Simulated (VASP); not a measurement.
Output of a VASP run:

File OUTCAR:
```
 ion  position               nearest neighbor table
   1  0.222  0.111  0.250-  37 1.98  49 1.98  45 1.98  36 1.99  16 3.23   2 3.24  14 3.24  10 3.24
                            12 3.24   4 3.24   9 3.25  24 3.25  32 3.25  13 3.25   5 3.25  17 3.27
   2  0.111  0.222  0.000-  38 1.98  42 1.98  62 1.98  37 1.99   5 3.19   3 3.24   1 3.24  24 3.24
                            26 3.24   7 3.24  14 3.25  25 3.25  10 3.25  33 3.25  18 3.25   6 3.25
   3  0.222  0.111  0.750-  39 1.98  51 1.98  47 1.98  38 1.99  19 3.20   7 3.22   2 3.24  14 3.24
                            10 3.24  12 3.24  11 3.25  26 3.25  34 3.25  15 3.25   4 3.26  16 3.27
   4  0.108  0.221  0.499-  60 1.95  39 2.00  36 2.00  40 2.01  24 3.21  27 3.22  35 3.22  26 3.23
                             8 3.23   7 3.23   1 3.24  72 3.24  12 3.25   3 3.26   5 3.26  16 3.31
   5  0.216  0.441  0.246-  41 1.95  37 1.95  40 1.99  53 2.02   6 3.19   2 3.19  28 3.20  24 3.20
                            18 3.23   9 3.25   1 3.25   4 3.26  17 3.29   8 3.30  20 3.33
   6  0.111  0.556  0.000-  46 1.98  66 1.98  42 1.98  41 1.99   5 3.19   9 3.24  11 3.24  28 3.24
                            30 3.24  10 3.25  18 3.25  29 3.25  21 3.25  25 3.25   2 3.25   7 3.27
   7  0.226  0.444  0.749-  55 1.96  39 1.97  42 2.01  43 2.02  19 3.17  22 3.18  72 3.19   8 3.21
                             3 3.22  18 3.23   4 3.23   2 3.24  26 3.26   6 3.27  11 3.27  30 3.29
   8  0.110  0.554  0.505-  43 1.94  64 1.99  44 2.01  40 2.02  30 3.19  72 3.20  11 3.20   7 3.21
                             4 3.23  27 3.23  23 3.25  31 3.25  12 3.26  28 3.27   9 3.28   5 3.30
   9  0.222  0.778  0.250-  45 1.98  41 1.98  57 1.98  44 1.99  23 3.22  12 3.24  10 3.24  21 3.24
                             6 3.24   1 3.25  32 3.25  28 3.25  13 3.25   5 3.25  20 3.27   8 3.28
  10  0.111  0.889  0.000-  46 1.98  38 1.98  70 1.98  45 1.99   9 3.24  11 3.24   1 3.24   3 3.24
                            32 3.24  34 3.24   6 3.25  21 3.25  33 3.25   2 3.25  29 3.25  14 3.25
  11  0.222  0.778  0.750-  47 1.98  43 1.98  59 1.98  46 1.99  22 3.20   8 3.20  12 3.24  10 3.24
                            21 3.24   6 3.24   3 3.25  34 3.25  30 3.25  15 3.25  23 3.26   7 3.27
  12  0.111  0.889  0.500-  44 1.98  36 1.98  68 1.98  47 1.99  16 3.24  11 3.24   9 3.24   3 3.24
                             1 3.24  32 3.24  34 3.24   4 3.25   8 3.26  35 3.26  23 3.26  31 3.27
  13  0.556  0.111  0.250-  61 1.98  57 1.98  49 1.98  48 1.99  16 3.19  20 3.23  23 3.23  25 3.24
                            27 3.24  21 3.24  14 3.24  24 3.25  28 3.25   9 3.25   1 3.25  17 3.27
  14  0.444  0.222  0.000-  38 1.98  54 1.98  50 1.98  49 1.99  19 3.19   3 3.24   1 3.24  15 3.24
                            13 3.24   2 3.25  21 3.25  10 3.25  18 3.25  25 3.25  29 3.25  17 3.29
  15  0.556  0.111  0.750-  63 1.98  59 1.98  51 1.98  50 1.99  16 3.23  19 3.23  25 3.24  27 3.24
                            21 3.24  14 3.24  26 3.25  30 3.25  11 3.25   3 3.25  22 3.25  23 3.27
  16  0.446  0.219  0.498-  48 1.93  36 1.99  52 2.01  51 2.01  13 3.19  27 3.21  17 3.22   1 3.23
                            23 3.23  15 3.23  31 3.23  12 3.24   3 3.27  19 3.28   4 3.31
  17  0.558  0.448  0.254-  52 1.92  65 1.98  53 1.99  49 2.02  31 3.16  72 3.21  16 3.22  32 3.22
                            20 3.24  28 3.24  29 3.26  18 3.26  13 3.27   1 3.27  14 3.29   5 3.29
  18  0.444  0.556  0.000-  42 1.98  58 1.98  54 1.98  53 1.99  22 3.19  19 3.20   7 3.23   5 3.23
                            21 3.25   6 3.25   2 3.25  33 3.25  29 3.25  14 3.25  20 3.25  17 3.26
  19  0.550  0.440  0.753-  54 1.95  51 1.96  55 1.98  67 2.04   7 3.17  14 3.19   3 3.20  18 3.20
                            15 3.23  29 3.24  22 3.25  30 3.28  16 3.28  34 3.30  31 3.31
  20  0.560  0.782  0.249-  69 1.94  57 1.98  56 2.01  53 2.01  24 3.20  33 3.20  23 3.21  32 3.22
                            35 3.22  13 3.23  21 3.23  17 3.24  18 3.25   9 3.27   5 3.33
  21  0.444  0.889  0.000-  46 1.98  50 1.98  58 1.98  57 1.99  22 3.20  20 3.23   9 3.24  11 3.24
                            13 3.24  15 3.24  10 3.25  18 3.25  14 3.25   6 3.25  25 3.25  33 3.25
  22  0.549  0.774  0.753-  55 1.94  58 1.96  59 1.97  71 2.04   7 3.18  18 3.19  21 3.20  11 3.20
                            33 3.24  72 3.25  15 3.25  19 3.25  23 3.25  34 3.29  35 3.29  26 3.29
  23  0.445  0.886  0.498-  44 1.98  56 1.99  48 2.00  59 2.01  72 3.20  20 3.21  35 3.22   9 3.22
                            16 3.23  13 3.23   8 3.25  22 3.25  11 3.26  27 3.26  12 3.26  15 3.27
  24  0.889  0.111  0.250-  61 1.98  37 1.98  69 1.98  60 1.99   5 3.20  20 3.20   4 3.21  35 3.23
                            27 3.24  25 3.24  33 3.24   2 3.24  13 3.25  28 3.25   1 3.25  32 3.25
  25  0.778  0.222  0.000-  62 1.98  50 1.98  66 1.98  61 1.99  24 3.24  26 3.24  13 3.24  15 3.24
                            28 3.24  30 3.24   2 3.25  33 3.25  21 3.25   6 3.25  14 3.25  29 3.25
  26  0.889  0.111  0.750-  63 1.98  39 1.98  71 1.98  62 1.99   4 3.23  35 3.23  27 3.24  25 3.24
                            33 3.24   2 3.24  15 3.25  30 3.25  34 3.25   3 3.25   7 3.26  22 3.29
  27  0.778  0.222  0.500-  60 1.98  48 1.98  64 1.98  63 1.99  16 3.21   4 3.22  35 3.23  31 3.23
                             8 3.23  24 3.24  26 3.24  28 3.24  30 3.24  15 3.24  13 3.24  23 3.26
  28  0.889  0.444  0.250-  61 1.98  41 1.98  65 1.98  64 1.99   5 3.20  31 3.21  27 3.24  25 3.24
                             6 3.24  29 3.24  17 3.24  24 3.25  13 3.25   9 3.25  32 3.25   8 3.27
  29  0.778  0.556  0.000-  70 1.98  54 1.98  66 1.98  65 1.99  19 3.24  32 3.24  34 3.24  28 3.24
                            30 3.24  33 3.25   6 3.25  10 3.25  25 3.25  18 3.25  14 3.25  17 3.26
  30  0.889  0.444  0.750-  63 1.98  43 1.98  67 1.98  66 1.99   8 3.19  25 3.24  27 3.24   6 3.24
                            29 3.24  26 3.25  15 3.25  11 3.25  34 3.25  31 3.26  19 3.28   7 3.29
  31  0.776  0.553  0.497-  64 1.97  68 1.99  52 2.00  67 2.02  17 3.16  28 3.21  32 3.23  27 3.23
                            16 3.23   8 3.25  30 3.26  12 3.27  34 3.27  35 3.28  19 3.31
  32  0.889  0.778  0.250-  69 1.98  65 1.98  45 1.98  68 1.99  20 3.22  17 3.22  31 3.23  33 3.24
                            29 3.24  12 3.24  10 3.24  24 3.25   9 3.25   1 3.25  28 3.25  35 3.25
  33  0.778  0.889  0.000-  70 1.98  58 1.98  62 1.98  69 1.99  20 3.20  32 3.24  34 3.24  24 3.24
                            26 3.24  22 3.24  29 3.25  10 3.25  25 3.25   2 3.25  18 3.25  21 3.25
  34  0.889  0.778  0.750-  71 1.98  67 1.98  47 1.98  70 1.99  33 3.24  29 3.24  10 3.24  12 3.24
                            11 3.25  26 3.25   3 3.25  30 3.25  35 3.25  31 3.27  22 3.29  19 3.30
  35  0.777  0.890  0.500-  60 1.97  56 1.98  71 1.99  68 2.00  23 3.22   4 3.22  20 3.22  27 3.23
                            26 3.23  24 3.23  34 3.25  32 3.25  12 3.26  31 3.28  22 3.29
  36  0.222  0.111  0.438-  12 1.98  16 1.99   1 1.99   4 2.00
  37  0.111  0.222  0.188-   5 1.95   1 1.98  24 1.98   2 1.99
  38  0.222  0.111  0.938-   2 1.98  14 1.98  10 1.98   3 1.99
  39  0.111  0.222  0.688-   7 1.97   3 1.98  26 1.98   4 2.00
  40  0.223  0.445  0.434-  72 1.95   5 1.99   4 2.01   8 2.02
  41  0.111  0.556  0.188-   5 1.95   9 1.98  28 1.98   6 1.99
  42  0.222  0.444  0.938-   2 1.98  18 1.98   6 1.98   7 2.01
  43  0.111  0.556  0.688-   8 1.94  11 1.98  30 1.98   7 2.02
  44  0.222  0.778  0.438-  23 1.98  12 1.98   9 1.99   8 2.01
...
```

**OSZICAR**
```
...
RMM:   4    -0.436849216490E+03    0.41940E-05   -0.29421E-05   475   0.117E-02
  11 F= -.43684922E+03 E0= -.43684922E+03  d E =-.542438E-02  mag=     1.0000
       N       E                     dE             d eps       ncg     rms          rms(c)
DAV:   1    -0.436850290966E+03   -0.10703E-02   -0.39031E-01   740   0.161E+00    0.115E-01
RMM:   2    -0.436850777539E+03   -0.48657E-03   -0.66597E-03   728   0.180E-01    0.508E-02
RMM:   3    -0.436850821879E+03   -0.44339E-04   -0.10706E-03   783   0.681E-02    0.368E-02
RMM:   4    -0.436850796156E+03    0.25723E-04   -0.19109E-04   733   0.301E-02    0.118E-02
RMM:   5    -0.436850798517E+03   -0.23610E-05   -0.43780E-05   535   0.140E-02
  12 F= -.43685080E+03 E0= -.43685080E+03  d E =-.158203E-02  mag=     1.0000
       N       E                     dE             d eps       ncg     rms          rms(c)
DAV:   1    -0.436850803108E+03   -0.69517E-05   -0.21641E-03   880   0.120E-01    0.993E-03
RMM:   2    -0.436850807230E+03   -0.41222E-05   -0.49134E-05   546   0.157E-02    0.520E-03
RMM:   3    -0.436850807599E+03   -0.36900E-06   -0.74789E-06   430   0.611E-03    0.366E-03
RMM:   4    -0.436850807532E+03    0.66873E-07   -0.17899E-06   359   0.286E-03
  13 F= -.43685081E+03 E0= -.43685081E+03  d E =-.159104E-02  mag=     1.0000
       N       E                     dE             d eps       ncg     rms          rms(c)
DAV:   1    -0.436851183369E+03   -0.37577E-03   -0.19174E-01   740   0.112E+00    0.813E-02
RMM:   2    -0.436851455905E+03   -0.27254E-03   -0.35556E-03   728   0.132E-01    0.378E-02
RMM:   3    -0.436851486591E+03   -0.30685E-04   -0.61342E-04   814   0.494E-02    0.286E-02
RMM:   4    -0.436851468956E+03    0.17635E-04   -0.10682E-04   732   0.226E-02    0.893E-03
RMM:   5    -0.436851468991E+03   -0.34801E-07   -0.20091E-05   455   0.101E-02
  14 F= -.43685147E+03 E0= -.43685147E+03  d E =-.661459E-03  mag=     1.0000
       N       E                     dE             d eps       ncg     rms          rms(c)
DAV:   1    -0.436851468317E+03    0.63850E-06   -0.11795E-05   552   0.112E-02    0.258E-03
RMM:   2    -0.436851468790E+03   -0.47253E-06   -0.51320E-06   422   0.570E-03    0.225E-03
RMM:   3    -0.436851468783E+03    0.69704E-08   -0.66172E-07   264   0.222E-03    0.168E-03
RMM:   4    -0.436851468801E+03   -0.18048E-07   -0.86069E-07   290   0.209E-03
  15 F= -.43685147E+03 E0= -.43685147E+03  d E =-.661269E-03  mag=     1.0000
       N       E                     dE             d eps       ncg     rms          rms(c)
DAV:   1    -0.436851571042E+03   -0.10226E-03   -0.80063E-02   740   0.725E-01    0.537E-02
RMM:   2    -0.436851684978E+03   -0.11394E-03   -0.14491E-03   728   0.840E-02    0.239E-02
RMM:   3    -0.436851697262E+03   -0.12284E-04   -0.23792E-04   795   0.315E-02    0.174E-02
RMM:   4    -0.436851690893E+03    0.63690E-05   -0.40063E-05   559   0.140E-02
  16 F= -.43685169E+03 E0= -.43685169E+03  d E =-.222092E-03  mag=     1.0000
       N       E                     dE             d eps       ncg     rms          rms(c)
DAV:   1    -0.436851694004E+03    0.32574E-05   -0.82310E-04   880   0.738E-02    0.581E-03
RMM:   2    -0.436851694851E+03   -0.84668E-06   -0.14054E-05   408   0.827E-03    0.244E-03
RMM:   3    -0.436851694822E+03    0.28595E-07   -0.14101E-06   366   0.283E-03    0.129E-03
RMM:   4    -0.436851694745E+03    0.77791E-07   -0.91239E-08   118   0.134E-03
  17 F= -.43685169E+03 E0= -.43685169E+03  d E =-.225944E-03  mag=     1.0000
```

**OUTCAR**
```
------------------------ aborting loop because EDIFF is reached ----------------------------------------
  FORCE on cell =-STRESS in cart. coord.  units (eV):
  Direction    XX          YY          ZZ          XY          YZ          ZX
  --------------------------------------------------------------------------------------
  Total      -11.2202270    -10.9080098    -18.7769542     -0.0317430      0.0212443      0.0271568
  in kB      -20.7420982    -20.1649226    -34.7117243     -0.0586813      0.0392729      0.0502030
  external PRESSURE =     -25.2062484 kB  Pullay stress =       0.0000000 kB
  volume of cell :      866.68
      direct lattice vectors                 reciprocal lattice vectors
     4.868317892 -8.432173817  0.000000000     0.102704879 -0.059296690  0.000000000
     4.868317892  8.432173817  0.000000000     0.102704879  0.059296690  0.000000000
     0.000000000  0.000000000 10.556283981     0.000000000  0.000000000  0.094730305
  FREE ENERGIE OF THE ION-ELECTRON SYSTEM (eV)
  ---------------------------------------------------
  free  energy   TOTEN  =      -436.8516947446 eV

  energy  without entropy=     -436.8516947446  energy(sigma->0) =     -436.85169474

 total charge

# of ion       s       p       d       tot
------------------------------------------
    1        0.992   1.342   0.357   2.692
    2        0.991   1.327   0.351   2.669
    3        0.993   1.340   0.356   2.689
    4        0.988   1.300   0.340   2.628
    5        0.990   1.320   0.347   2.656
    6        0.991   1.327   0.351   2.669
    7        0.991   1.315   0.346   2.653
    8        0.988   1.300   0.340   2.628
    9        0.992   1.342   0.357   2.692
   10        0.992   1.344   0.357   2.693
   11        0.993   1.340   0.356   2.688
   12        0.993   1.340   0.353   2.686
   13        0.992   1.339   0.356   2.686
   14        0.991   1.327   0.351   2.669
   15        0.992   1.338   0.355   2.686
   16        0.988   1.300   0.339   2.628
   17        0.990   1.320   0.347   2.657
   18        0.996   1.357   0.362   2.715
   19        0.991   1.315   0.346   2.653
   20        0.990   1.321   0.347   2.658
   21        0.991   1.328   0.351   2.670
   22        0.991   1.315   0.346   2.652
   23        0.988   1.300   0.339   2.628
   24        0.992   1.339   0.356   2.686
   25        0.992   1.342   0.357   2.691
   26        0.993   1.339   0.355   2.686
   27        0.993   1.337   0.354   2.685
   28        0.992   1.339   0.356   2.686
   29        0.991   1.328   0.351   2.669
   30        0.993   1.339   0.355   2.686
   31        0.988   1.301   0.340   2.629
   32        0.992   1.342   0.357   2.692
   33        0.991   1.328   0.351   2.669
   34        0.993   1.340   0.356   2.688
   35        0.988   1.300   0.339   2.628
   36        1.239   2.448   0.000   3.687
   37        1.238   2.440   0.000   3.678
   38        1.238   2.446   0.000   3.684
   39        1.238   2.447   0.000   3.686
   40        1.239   2.469   0.000   3.707
   41        1.238   2.440   0.000   3.679
   42        1.238   2.442   0.000   3.680
   43        1.238   2.447   0.000   3.686
   44        1.239   2.447   0.000   3.686
   45        1.237   2.447   0.000   3.684
   46        1.238   2.446   0.000   3.684
   47        1.238   2.446   0.000   3.683
   48        1.240   2.431   0.000   3.671
...
```
(Selected blocks of OUTCAR.)

### POSCAR
```
Ga35N36Si
1
    4.8683178924    -8.4321738171     0.0000000000
    4.8683178924     8.4321738171     0.0000000000
    0.0000000000     0.0000000000    10.5562839808
Ga N Si
35 36 1
Direct
  0.2222220000   0.1111110000   0.2500000000
  0.1111110000   0.2222220000   0.0000000000
  0.2222220000   0.1111110000   0.7500000000
  0.1075820000   0.2211740000   0.4992540000
  0.2161800000   0.4414330000   0.2457970000
  0.1111110000   0.5555560000   0.0000000000
  0.2260990000   0.4435850000   0.7485860000
  0.1102450000   0.5540330000   0.5045960000
  0.2222220000   0.7777780000   0.2500000000
  0.1111110000   0.8888890000   0.0000000000
  0.2222220000   0.7777780000   0.7500000000
  0.1111110000   0.8888890000   0.5000000000
  0.5555560000   0.1111110000   0.2500000000
  0.4444440000   0.2222220000   0.0000000000
  0.5555560000   0.1111110000   0.7500000000
  0.4461440000   0.2185300000   0.4976840000
  0.5575120000   0.4476160000   0.2539430000
  0.4444440000   0.5555560000   0.0000000000
  0.5498240000   0.4400290000   0.7534860000
  0.5602940000   0.7819460000   0.2489580000
  0.4444440000   0.8888890000   0.0000000000
  0.5493940000   0.7740510000   0.7528080000
  0.4446970000   0.8860930000   0.4977150000
  0.8888890000   0.1111110000   0.2500000000
  0.7777780000   0.2222220000   0.0000000000
  0.8888890000   0.1111110000   0.7500000000
  0.7777780000   0.2222220000   0.5000000000
  0.8888890000   0.4444440000   0.2500000000
  0.7777780000   0.5555560000   0.0000000000
  0.8888890000   0.4444440000   0.7500000000
  0.7758290000   0.5530480000   0.4974090000
  0.8888890000   0.7777780000   0.2500000000
  0.7777780000   0.8888890000   0.0000000000
  0.8888890000   0.7777780000   0.7500000000
  0.7772860000   0.8904000000   0.5000870000
  0.2222220000   0.1111110000   0.4385000000
  0.1111110000   0.2222220000   0.1885000000
  0.2222220000   0.1111110000   0.9385000000
  0.1111110000   0.2222220000   0.6885000000
  0.2230530000   0.4445900000   0.4340300000
  0.1111110000   0.5555560000   0.1885000000
  0.2222220000   0.4444440000   0.9385000000
  0.1111110000   0.5555560000   0.6885000000
  0.2222220000   0.7777780000   0.4385000000
  0.1111110000   0.8888890000   0.1885000000
  0.2222220000   0.7777780000   0.9385000000
  0.1111110000   0.8888890000   0.6885000000
  0.5555560000   0.1111110000   0.4385000000
  0.4444440000   0.2222220000   0.1885000000
  0.5555560000   0.1111110000   0.9385000000
  0.4444440000   0.2222220000   0.6885000000
  0.5519610000   0.4441200000   0.4357410000
  0.4444440000   0.5555560000   0.1885000000
  0.5555560000   0.4444440000   0.9385000000
  0.4470490000   0.5578830000   0.6904340000
  0.5553230000   0.7724720000   0.4391340000
  0.4444440000   0.8888890000   0.1885000000
  0.5555560000   0.7777780000   0.9385000000
  0.4444440000   0.8888890000   0.6885000000
  0.8888890000   0.1111110000   0.4385000000
  0.7777780000   0.2222220000   0.1885000000
  0.8888890000   0.1111110000   0.9385000000
  0.7777780000   0.2222220000   0.6885000000
  0.8888890000   0.4444440000   0.4385000000
  0.7777780000   0.5555560000   0.1885000000
  0.8888890000   0.4444440000   0.9385000000
  0.7777780000   0.5555560000   0.6885000000
  0.8888890000   0.7777780000   0.4385000000
  0.7777780000   0.8888890000   0.1885000000
  0.8888890000   0.7777780000   0.9385000000
  0.7777780000   0.8888890000   0.6885000000
  0.4397140000   0.5552520000   0.4992920000
```

Problem. Reconstruct the remaining input files.

Solution. This is not unique; one that fits is the input of the run itself, PBE GGA, plane waves, VASP's PBE PAW potentials (set 64).

KPOINTS:
```
Automatic mesh
0
Gamma
1 1 1
0 0 0
```

### INCAR
```
! general
SYSTEM   =  Ga35N36Si
PREC     =  Normal
ENCUT    =  400   ! plane-wave cut-off (eV)
LREAL    =  Auto
LASPH    =  .TRUE.   ! aspherical one-centre terms
ISYM     =  0

! electronic loop
EDIFF    =  1E-5
NELM     =  100   ! most electronic steps
NELMIN   =  4
ALGO     =  Fast   ! Davidson, then RMM-DIIS
LMAXMIX  =  4   ! l cut-off of mixed one-centre charges

! smearing
ISMEAR   =  0   ! Gaussian
SIGMA    =  0.05   ! width (eV)

! functional
GGA      =  PE   ! PBE

! spin
ISPIN    =  2   ! spin-polarised
MAGMOM   =  72*0.0139
NUPDOWN  =  1

! ions
IBRION   =  2
NSW      =  60
ISIF     =  2   ! forces and stress, cell fixed
EDIFFG   =  -0.03   ! ionic stop

! output
LWAVE    =  .TRUE.
LCHARG   =  .FALSE.
LORBIT   =  10
```

POTCAR, in this order: Ga N Si (PBE.64 set). Program: vasp_gam.

At this cut-off the stress carries a Pulay error, which pulls relaxed volumes low. The supercell is sampled at Γ alone, which is coarse: total energies, pressure and levels can be off, energies of defects by several tenths of an eV.

The cell is a supercell with a defect, built from GaN (wurtzite): Si_Ga.
